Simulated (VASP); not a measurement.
Data:

```
CELL_PARAMETERS angstrom
      3.84000     0.00000     0.00000
      0.00000     3.84000     0.00000
      0.00000     0.00000     3.84000
ATOMIC_POSITIONS crystal
  Tl 0.00000 0.00000 0.00000
  Cl 0.50000 0.50000 0.50000
```

The numbers are results of PBE GGA, VASP's PBE PAW potentials (set 64) (plane waves; VASP), not measurements. Settings: 400 eV cut-off, 5×5×5 Γ-centred mesh, Gaussian smearing of 0.050 eV, potentials Tl_d Cl.

Question: What does the run give for the energy per atom (σ→0), pressure?

Answer: 
energy per atom (σ→0): -3.004 eV/atom
pressure: 1.05 GPa

Total energies compare only between runs with the same potentials, cut-off and functional.

The compound is TlCl in the CsCl type structure. The cell was not relaxed at this level.
